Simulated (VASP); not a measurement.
Energy against volume of NiSi₂ (fluorite). These are TPSS meta-GGA, VASP's PBE PAW potentials (set 64) (plane waves; VASP) values and carry that method's errors.

```json
[
 {"V (Å³/atom)": "12.328", "E (eV/atom)": "-11.29969"},
 {"V (Å³/atom)": "12.722", "E (eV/atom)": "-11.31925"},
 {"V (Å³/atom)": "13.115", "E (eV/atom)": "-11.32489"},
 {"V (Å³/atom)": "13.509", "E (eV/atom)": "-11.31861"},
 {"V (Å³/atom)": "13.902", "E (eV/atom)": "-11.30236"}
]
```

Fit a third-order Birch-Murnaghan equation of state.

```
Quantity                                         Value
---------------------------------------  -------------
volume per atom                          13.09 Å³/atom
bulk modulus                                   162 GPa
pressure derivative of the bulk modulus           4.50
lattice constant a                             5.396 Å
```

Measured: a 5.406 Å (computed value off by -0.2 %), as given by Wikipedia, Nickel silicide. The calculation is for a static lattice, while the measured a holds thermal and zero-point effects, which are part of the difference.

The compound is NiSi2 in the fluorite structure. It was relaxed first. The run is not spin-polarised, so no magnetic state was tried.
